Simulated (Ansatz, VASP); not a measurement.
# Ru (Ru(0001), 4 layers) in two plane-wave programs

Wanted: the spread between two codes on one cell, functional and k mesh. Of the first pair: The structure shown is the start of the Ansatz relaxation below; VASP solves that cell, so the two are compared at the walk's first step.

Program: Ansatz 0.2.0. Level of theory: plane waves, with VASP 6.6.1 beside it; single point at PBE. Results are calculated unless marked as measured.

## (1) Starting point

The cell holds 4 atoms: 4 Ru. Cell: a = 2.700 Å, b = 2.700 Å, c = 21.415 Å, α = 90.0°, β = 90.0°, γ = 60.0°. Vacuum lies along c.

## (2) Ansatz: relaxation, PBE

Ansatz runs on its default PAW (the set named soft_2) files.

The two programs are compared at the cell with which this relaxation starts, whose forces are those of its first step.

Input file input.yaml:

```yaml
crystal:
  lattice:
    - [2.7, 0.0, 0.0]
    - [1.35, 2.3382685902, 0.0]
    - [0.0, 0.0, 21.4152]
  atoms:
    - { symbol: Ru, position: [0.6666666667, 0.6666666667, 0.3502185364] }
    - { symbol: Ru, position: [0.0, 0.0, 0.4500728455] }
    - { symbol: Ru, position: [0.6666666667, 0.6666666667, 0.5499271545] }
    - { symbol: Ru, position: [0.0, 0.0, 0.6497814636] }
kpoints:
  mp_grid: { grid: [12, 12, 1] }
hamiltonian:
  xc: pbe
scf:
  occupations: { method: fermi_dirac, width: 0.1 }
  convergence: { dr2_threshold: 1.0e-08 }
efield:
  axis: 3
  dipole_correction: true
  ramp_position: 0.97
  ramp_width: 0.04
relax:
  f_tol: 0.01
  constraints: [{ sites: [0, 1] }]
output:
  write_potential: true
  write_density: true
  volumetric_format: npy
```

The run is started by

```sh
> ansatz run input.yaml --threads 4 --pin off --max-ram 8192MiB --backend cpu --events-out ev --progress --plain --runs-dir out
```

Numbers of over 12 decimals in the logs are rounded to 6 here.

The program printed:

```text
Engine: ansatz 0.2.0, aarch64-unknown-linux-gnu
Pseudopotentials: kind: paw
Pseudopotential: Ru, paw, valence charge 16, recommended cutoff 420 eV (normal), Ru.paw.azcp
Functional definition: PBE
  parameter kappa = 0.804
  parameter beta = 0.066725
  exchange = pbe_x(kappa = kappa, mu = beta*pi^2/3)
  correlation = pbe_c(beta = beta)
Crystal: 4 atoms, lattice volume = 135.201 Å³
Basis set: ecut = 420 eV, 2669 PW (Γ), exchange–correlation on 40×40×288 points (8 copies of the dense FFT grid, shifted against one another)
Bands: 39, of which v1, the nominal top of the filled ones, is band 32 counted from 1 (31 counted from 0)
Symmetry: 6 space group operations
k-points: 19 of 144 (time reversal used)
Non-local potential: Ru, projectors of the file, l = 0: 3, l = 1: 2, l = 2: 2, l = 3: 1
PAW form: soft (Blöchl's): semilocal exchange-correlation on the pseudo side does not see the compensation charge
PAW one-centre angular grid: Ru, 590 points (default); XC on 64 Gauss nodes
Initial density: superposition of atomic densities (neutral atoms: chi_scale 0, normalization atom), corrected by the library's trained network
Initial wavefunctions: pseudopotential atomic-orbital guess
Functional: x = pbe(κ = 0.804, μ = 0.219515), c = pbe(β = 0.066725)
SCF iter   1: F=—  HF=-23512.725324 eV  |F-HF|=—  |Δ(HF+E_count)|=         —  Δρ=8.55e-3  dr2=4.19e-1  ethr=1.77e-3  p=-0.000 e·Å  D=-2.81e-5 V/Å  ΔV_dip=0.00 eV  dr2_dipole=2.26e-6  V_vac-E_F(+/−)=4.75/4.75 eV  ⟨swp⟩=7.1  Hψ=3174  notcnv=0
efield: sawtooth ramp at fractional position 0.9700 (set: `efield.ramp_position`, or a place that a band, a saddle search or an elastic batch's reference lends), width 0.0400; the density the first Hamiltonian is built on has a dipole p = -0.000 e·Å; the dipole correction subtracts the counter field D = -2.81e-5 V/Å, which shifts the + side's vacuum level by +0.00 eV against the − side's; the planar-averaged density in the ramp window peaks in size at 3.7e-5 e/Å³
preconditioner: auto → LDOS  [metal: Δε(μ)=0.040 eV  Ē_g=4.722 eV  σ=0.100 eV  W_gap=0.10  n_scr=16 (ndim 8)  ℏωp=18.1 eV  f_vac=0.535  D(μ)=4.50/eV (n_scr^D=16)  β→1.0]
SCF iter   2: F=—  HF=-23512.720717 eV  |F-HF|=—  |Δ(HF+E_count)|=   4.61e-3  Δρ=3.52e-3  dr2=3.74e-2  ethr=6.55e-4  p=-0.000 e·Å  D=-2.08e-5 V/Å  ΔV_dip=0.00 eV  dr2_dipole=1.58e-6  V_vac-E_F(+/−)=5.00/5.00 eV  ⟨swp⟩=1.5  Hψ=912  notcnv=0
SCF iter   3: F=—  HF=-23512.717857 eV  |F-HF|=—  |Δ(HF+E_count)|=   2.86e-3  Δρ=7.53e-4  dr2=9.18e-4  ethr=5.84e-5  p=0.000 e·Å  D=3.50e-6 V/Å  ΔV_dip=-0.00 eV  dr2_dipole=1.58e-7  V_vac-E_F(+/−)=5.05/5.05 eV  ⟨swp⟩=2.1  Hψ=1035  notcnv=0
SCF iter   4: F=—  HF=-23512.717805 eV  |F-HF|=—  |Δ(HF+E_count)|=   5.19e-5  Δρ=1.91e-4  dr2=1.42e-4  ethr=1.43e-6  p=0.000 e·Å  D=3.07e-6 V/Å  ΔV_dip=-0.00 eV  dr2_dipole=2.20e-8  V_vac-E_F(+/−)=5.07/5.07 eV  ⟨swp⟩=2.4  Hψ=1300  notcnv=0
SCF iter   5: F=—  HF=-23512.717789 eV  |F-HF|=—  |Δ(HF+E_count)|=   1.63e-5  Δρ=6.12e-5  dr2=1.03e-5  ethr=2.22e-7  p=-0.000 e·Å  D=-1.52e-6 V/Å  ΔV_dip=0.00 eV  dr2_dipole=9.79e-9  V_vac-E_F(+/−)=5.08/5.08 eV  ⟨swp⟩=2.3  Hψ=1165  notcnv=0
SCF iter   6: F=—  HF=-23512.717784 eV  |F-HF|=—  |Δ(HF+E_count)|=   4.39e-6  Δρ=3.03e-5  dr2=1.60e-6  ethr=1.61e-8  p=-0.000 e·Å  D=-1.71e-6 V/Å  ΔV_dip=0.00 eV  dr2_dipole=1.12e-8  V_vac-E_F(+/−)=5.09/5.09 eV  ⟨swp⟩=2.9  Hψ=1403  notcnv=0
SCF iter   7: F=—  HF=-23512.717788 eV  |F-HF|=—  |Δ(HF+E_count)|=   3.45e-6  Δρ=9.85e-6  dr2=2.31e-7  ethr=2.51e-9  p=-0.000 e·Å  D=-3.97e-7 V/Å  ΔV_dip=0.00 eV  dr2_dipole=2.06e-9  V_vac-E_F(+/−)=5.09/5.09 eV  ⟨swp⟩=2.5  Hψ=1206  notcnv=0
SCF iter   8: F=—  HF=-23512.717788 eV  |F-HF|=—  |Δ(HF+E_count)|=   1.74e-7  Δρ=3.92e-6  dr2=3.19e-8  ethr=3.62e-10  p=0.000 e·Å  D=3.91e-7 V/Å  ΔV_dip=-0.00 eV  dr2_dipole=3.13e-10  V_vac-E_F(+/−)=5.09/5.09 eV  ⟨swp⟩=2.9  Hψ=1301  notcnv=0
SCF iter   9: F=-23512.717788 eV  HF=-23512.717788 eV  |F-HF|=1.08e-9  |Δ(HF+E_count)|=   2.40e-8  Δρ=1.03e-6  dr2=1.46e-9  ethr=1.56e-11  p=0.000 e·Å  D=6.37e-7 V/Å  ΔV_dip=-0.00 eV  dr2_dipole=3.34e-11  V_vac-E_F(+/−)=5.09/5.09 eV  ⟨swp⟩=10.7  Hψ=5578  notcnv=0
SCF 1 converged in 9 iterations: F = -23512.717788 eV  dr2 = 1.46e-9
  greatest PAW one-centre occupation: 0.998 electrons in one spin orbital (limit 2), on the Ru atom at site 3 (counted from 0), in its partial waves of l = 0
relax step   1: F+E_penalty+E_count = -23512.71778776 eV  Δ(F+E_penalty+E_count) = +0.000e0 eV  max|allowed force component| = 5.365e-1 eV/Å  Δτ_max = 0.0000 Å  (9 SCF iters, accepted)
[...]
relax step   3: F+E_penalty+E_count = -23512.73100564 eV  Δ(F+E_penalty+E_count) = -3.262e-3 eV  max|allowed force component| = 1.726e-2 eV/Å  Δτ_max = 0.0292 Å  (8 SCF iters, accepted)
[...]
relax step   4: F+E_penalty+E_count = -23512.73101781 eV  Δ(F+E_penalty+E_count) = -1.217e-5 eV  max|allowed force component| = 1.125e-3 eV/Å  Δτ_max = 0.0018 Å  (5 SCF iters, accepted)
NSCF: frozen V_eff on 19 k-points
the band table was solved once a step of the walk had ended and its energy, with any forces and stress, was formed, with the checks that follow a solve (3148 applications of the Hamiltonian). They found nothing against the state; the energy, forces and stress were not computed again (output.eigenvalues in the input reference)
WARN: The output density's exchange-correlation potential varies sharply where the density is thin. Do not read a vacuum level from v_tot or v_xc, or from such a field of the output density. On a cell that repeats whose density bears no net charge and no dipole along the vacuum's axis use v_es (v_loc + v_h of the components); under efield.dipole_correction with no amplitude use v_es + v_field, which holds any externa [...]
SCF converged after 5 iterations
Free energy (F): -23512.731018 eV
Harris-Foulkes:  -23512.731018 eV  (|F-HF|=2.98e-8)
Internal energy: -23512.573867 eV  (E = F + TS)
E sigma→0 (E₀):  -23512.652442 eV
Entropy (-TS):   -0.157151 eV (-39.288 meV/atom)
Fermi energy:    6.488312 eV
Dipole field:    D = 0.001382 V/Å  (p = 0.001033 e·Å, saw-weighted, corrected)
Work function:   Φ+ = 5.0466 eV   Φ− = 5.0762 eV
Levels:          The Fermi level and band energies are counted from a zero that moves with the ramp; work functions are not
--- Per-component energies (eV) ---
  E_band       = -1291.631515
  E_kinetic    = 2053.443625
  E_local      = -83033.618143  (includes V_loc(G=0)·N_el)
  E_nonlocal   = 1374.135237
  E_hartree    = 40077.471389
  E_xc         = -759.231874
  E_vxc        = -952.779133  (∫ρ·V_xc dr)
  E_paw        = -13843.558117  (= ΣΔE_a)
  E_vpaw       = -887.741941  (= ΣTr[D̂ρ^β])
  E_aug_tail   = -0.000773  (compensation charges beyond the density's cutoff)
  E_efield     = 0.000001  (sawtooth field / dipole correction)
  E_vefield    = -0.018558  (∫n·V_field dr)
  E_ewald      = 30618.784789
  E_smearing   = -0.157151  (= −TS)
  E_closure    = 0.000000  (closes the sum)
  Σ components = -23512.731018   (vs F -23512.731018, Δ=0.00e0)
--- Forces (eV/Å), atoms counted from 1 ---
  atom   1  Ru     0.00000000     0.00000000     0.46934493
  atom   2  Ru    -0.00000000     0.00000000    -0.47021964
  atom   3  Ru    -0.00000000    -0.00000000     0.00112454
  atom   4  Ru    -0.00000000    -0.00000000    -0.00021777
  max |Σ_I F_I| component: 3.21e-5 eV/Å
--- Band table (eV; the first three rows and the last of 19) ---
  k-point 0: bands = [... 28 lower, 4.5223, 4.5223, 4.7233, 5.6731, 5.6731, 6.5893, 6.6554, 6.6554, ... 3 higher]
  k-point 1: bands = [... 28 lower, 4.5551, 4.6898, 4.7849, 5.5028, 5.6169, 6.1082, 6.3799, 6.5968, ... 3 higher]
  k-point 2: bands = [... 28 lower, 4.6193, 4.8929, 5.0437, 5.1802, 5.4978, 5.7344, 6.2236, 6.5052, ... 3 higher]
  k-point 18: bands = [... 28 lower, 4.4405, 5.2847, 5.8704, 7.1213, 7.1559, 7.1814, 7.6185, 7.6558, ... 3 higher]
--- Relaxed structure (4 steps of the walk, 4 accepted, 0 SCFs on fresh bases) ---
  F+E_penalty+E_count = -23512.73101781 eV   max|allowed force component| = 1.125e-3 eV/Å
  atoms:
    - { symbol: Ru, position: [0.666667, 0.666667, 0.350219] }
    - { symbol: Ru, position: [0.0, 0.0, 0.450073] }
    - { symbol: Ru, position: [0.666667, 0.666667, 0.550751] }
    - { symbol: Ru, position: [-1.4367858544218833e-18, 0, 0.648150] }
```

## (3) VASP: single point, PBE, start cell, pair 1

The same cell, functional, mesh and smearing now go to VASP, with its own data sets.

Lines of VASP's logs that name or quote its potential files are left out, and so is its time.

Input file INCAR:

```
SYSTEM = Ru
PREC = Accurate
ENCUT = 400
EDIFF = 1E-06
NELM = 120
ISMEAR = -1
SIGMA = 0.1
LREAL = .FALSE.
ALGO = Normal
GGA = PE
NBANDS = 34
LASPH = .TRUE.
LORBIT = 11
LWAVE = .FALSE.
LCHARG = .FALSE.
ISIF = 2
LDIPOL = .TRUE.
IDIPOL = 3
DIPOL = 0.5 0.5 0.5
LVHAR = .TRUE.
GGA_COMPAT = .FALSE.
NELMDL = -8
```

Input file POSCAR:

```
Ru
1.0
    2.7000000000      0.0000000000      0.0000000000
    1.3500000000      2.3382685902      0.0000000000
    0.0000000000      0.0000000000     21.4152000000
Ru
4
Direct
    0.6666665498      0.6666667251      0.3502185364
    0.9999998832      0.0000000585      0.4500728455
    0.6666665498      0.6666667251      0.5499271545
    0.9999998832      0.0000000585      0.6497814636
```

Input file KPOINTS:

```
Automatic mesh
0
Gamma
12 12 1
0 0 0
```

The projector-augmented-wave data sets are Ru_pv (PBE family, release 64).

The run is started by

```sh
> mpirun -np 1 vasp_std
```

The program printed:

```text
[banner, memory and clock lines left out]
running    1 mpi-ranks, on    1 nodes
 distrk:  each k-point on    1 cores,    1 groups
 distr:  one band on    1 cores,    1 groups

 POSCAR found type information on POSCAR Ru
 POSCAR found :  1 types and       4 ions
 LDA part: xc-table for (Slater+PW92), standard interpolation
 POSCAR, INCAR and KPOINTS ok, starting setup
 FFT: planning ... GRIDC
 FFT: planning ... GRID_SOFT
 FFT: planning ... GRID
 WAVECAR not read
 entering main loop
       N       E                     dE             d eps       ncg     rms          rms(c)
DAV:   1     0.469684619866E+03    0.46968E+03   -0.32678E+04  1740   0.130E+03
DAV:   2    -0.228313305769E+02   -0.49252E+03   -0.48137E+03  1434   0.415E+02
DAV:   3    -0.371910971916E+02   -0.14360E+02   -0.13729E+02  1642   0.667E+01
DAV:   4    -0.375712613845E+02   -0.38016E+00   -0.37501E+00  1668   0.914E+00
DAV:   5    -0.375859143230E+02   -0.14653E-01   -0.14494E-01  1780   0.156E+00
DAV:   6    -0.375863450277E+02   -0.43070E-03   -0.42871E-03  1722   0.239E-01
DAV:   7    -0.375863665559E+02   -0.21528E-04   -0.21260E-04  1786   0.390E-02
DAV:   8    -0.375863684027E+02   -0.18468E-05   -0.18290E-05  1212   0.664E-03    0.225E+01
DAV:   9    -0.356672392563E+02    0.19191E+01   -0.10694E+01  1472   0.235E+01    0.900E+00
DAV:  10    -0.452007687696E+02   -0.95335E+01   -0.62971E+01  1628   0.552E+01    0.309E+01
DAV:  11    -0.350165430413E+02    0.10184E+02   -0.29902E+01  1568   0.242E+01    0.419E+00
DAV:  12    -0.349056735001E+02    0.11087E+00   -0.19588E+00  1588   0.681E+00    0.115E+00
DAV:  13    -0.348976444326E+02    0.80291E-02   -0.11040E-01  1570   0.262E+00    0.837E-01
DAV:  14    -0.348937671826E+02    0.38772E-02   -0.11931E-02  1632   0.907E-01    0.348E-01
[...]
DAV:  19    -0.348936106447E+02   -0.28822E-04   -0.10200E-05  1270   0.233E-02    0.700E-03
DAV:  20    -0.348936423379E+02   -0.31693E-04   -0.55076E-06   978   0.917E-03    0.584E-03
DAV:  21    -0.348936859386E+02   -0.43601E-04   -0.97100E-06  1038   0.155E-02    0.699E-03
DAV:  22    -0.348937104919E+02   -0.24553E-04   -0.15050E-06   822   0.369E-03    0.398E-03
DAV:  23    -0.348937312627E+02   -0.20771E-04   -0.10092E-06   772   0.533E-03    0.104E-03
DAV:  24    -0.348937428430E+02   -0.11580E-04   -0.10057E-06   790   0.226E-03    0.382E-04
DAV:  25    -0.348937452797E+02   -0.24368E-05   -0.19842E-07   726   0.106E-03    0.454E-04
DAV:  26    -0.348937456354E+02   -0.35569E-06   -0.69617E-08   676   0.536E-04
   1 F= -.34893746E+02 E0= -.34815954E+02  d E =-.155583E+00
```

OUTCAR, selected parts (step 3):

```text
ion  position               nearest neighbor table
   1  0.667  0.667  0.350-   2 2.65   2 2.65   2 2.65
   2  1.000  0.000  0.450-   3 2.65   3 2.65   3 2.65   1 2.65   1 2.65   1 2.65
   3  0.667  0.667  0.550-   2 2.65   2 2.65   2 2.65   4 2.65   4 2.65   4 2.65
   4  1.000  0.000  0.650-   3 2.65   3 2.65   3 2.65

  LATTYP: Found a hexagonal cell.
 ALAT       =     2.7000000000
 C/A-ratio  =     7.9315555556

 Subroutine GETGRP returns: Found 12 space group operations
 (whereof  6 operations were pure point group operations)

The static configuration has the point symmetry C_3v.
 The point group associated with its full space group is D_3d.

 Found     19 irreducible k-points:

   k-points           NKPTS =     19   k-points in BZ     NKDIM =     19   number of bands    NBANDS=     34

   dimension x,y,z NGX =    18 NGY =   18 NGZ =  140
   dimension x,y,z NGXF=    36 NGYF=   36 NGZF=  280

   ENCUT  =  400.0 eV  29.40 Ry    5.42 a.u.   4.40  4.40 34.92*2*pi/ulx,y,z

   NELECT =      56.0000    total number of electrons

 k-points in reciprocal lattice and weights: Automatic mesh
   0.00000000  0.00000000  0.00000000       0.007
   0.08333333  0.00000000  0.00000000       0.042
   0.16666667  0.00000000  0.00000000       0.042
   0.25000000  0.00000000  0.00000000       0.042
   0.33333333  0.00000000  0.00000000       0.042
   0.41666667 -0.00000000  0.00000000       0.042
   0.50000000  0.00000000  0.00000000       0.021
   0.16666667  0.08333333  0.00000000       0.042
   0.25000000  0.08333333  0.00000000       0.083
[...]
-0.41666667  0.25000000  0.00000000       0.083
  -0.33333333  0.33333333  0.00000000       0.014

 dipolmoment           0.000000      0.000000      0.000000 electrons x Angstroem

 average (electrostatic) potential at core
       1 -77.5494       2 -78.0086       3 -78.0086       4 -77.5494

 E-fermi :   2.1747

 k-point     1 :       0.0000    0.0000    0.0000
  band No.  band energies     occupation
    ...
     26       0.2504      2.00000
     27       0.4338      2.00000
     28       1.3716      1.99935
     29       1.3716      1.99935
     30       2.2747      0.53804
     31       2.3788      0.22993
     32       2.3788      0.22993
     33       3.1441      0.00012
     34       3.2409      0.00005

 k-point     2 :       0.0833    0.0000    0.0000
  band No.  band energies     occupation
    ...
     27       0.4852      2.00000
     28       1.1980      1.99989
     29       1.3116      1.99964
     30       1.7984      1.95462
     31       2.0613      1.51320
     32       2.3187      0.38308
     33       2.6386      0.01915
     34       3.1360      0.00013

 k-point     3 :       0.1667    0.0000    0.0000
  band No.  band energies     occupation
    ...
     28       0.9259      1.99999
     29       1.1869      1.99990
     30       1.4242      1.99890
     31       1.8958      1.88422
     32       2.2177      0.78840
     33       3.1074      0.00018
     34       3.1237      0.00015

  Total       -2.0436229     -2.0436229     -2.1442062      0.0000000     -0.0000000      0.0000000
  in kB      -24.2175973    -24.2175973    -25.4095424      0.0000000     -0.0000000      0.0000000
  external PRESSURE =     -24.6149123 kB  Pullay stress =       0.0000000 kB

  energy-cutoff  :      400.00
  volume of cell :      135.20
      direct lattice vectors                 reciprocal lattice vectors
     2.700000000  0.000000000  0.000000000     0.370370370 -0.213833433  0.000000000
     1.350000000  2.338268590  0.000000000     0.000000000  0.427666866  0.000000000
     0.000000000  0.000000000 21.415200000     0.000000000  0.000000000  0.046695805

 POSITION                                       TOTAL-FORCE (eV/Angst)
 -----------------------------------------------------------------------------------
      2.70000      1.55885      7.50000         0.000000      0.000000      0.455715
      2.70000      0.00000      9.63840         0.000000      0.000000     -0.539765
      2.70000      1.55885     11.77680        -0.000000     -0.000000      0.539765
      2.70000      0.00000     13.91520        -0.000000     -0.000000     -0.455715
 -----------------------------------------------------------------------------------
    total drift:                                0.000813     -0.000470      0.000017

  FREE ENERGIE OF THE ION-ELECTRON SYSTEM (eV)
  ---------------------------------------------------
  free  energy   TOTEN  =       -34.8937456354 eV

  energy  without entropy=      -34.7381625938  energy(sigma->0) =      -34.81595411

 vacuum level on the upper side and lower side of the slab         7.264         7.264

 total charge
# of ion       s       p       d       tot
------------------------------------------
    1        0.388   6.219   5.934  12.541
    2        0.405   6.317   5.941  12.662
    3        0.405   6.317   5.941  12.662
    4        0.388   6.219   5.934  12.541
--------------------------------------------------
tot          1.586  25.071  23.749  50.406

[... 3 further parts left out ...]
```

## (4) Comparison

Known differences besides the potentials themselves: the data sets hold 64 valence electrons in Ansatz (on its default PAW (the set named soft_2) files) and 56 in VASP; the cutoff is 420 eV in Ansatz and 400 eV in VASP. Total energies have different zeros and are not compared.

Forces (eV/Å; atoms numbered as in POSCAR):

| atom | Ansatz x, y, z | VASP x, y, z |
| --- | --- | --- |
| Ru1 | 0.000, 0.000, 0.462 | 0.000, 0.000, 0.456 |
| Ru2 | 0.000, 0.000, -0.536 | 0.000, 0.000, -0.540 |
| Ru3 | 0.000, 0.000, 0.536 | 0.000, 0.000, 0.540 |
| Ru4 | 0.000, 0.000, -0.462 | 0.000, 0.000, -0.456 |

The forces differ by 3.0 meV/Å r.m.s., which is 1.0 % of the r.m.s. force of 0.288 eV/Å (both taken over all components). With vacuum in the cell, a pressure given here is an average over mostly empty space and none of the material.

[end of part 1 of 2]

[Lines on the potential files, build, host, timing and source positions are cut from VASP's logs without a mark.]

[Logs are printed without paths, hosts, clocks, repeated set-up lines and the standing remarks that a program may print on its own settings, such as how far it seeks lower states.]

[Hosts, paths, dates, database ids (printed as entryN), source tags and the programs' standing remarks are cut or masked in the printed files.]
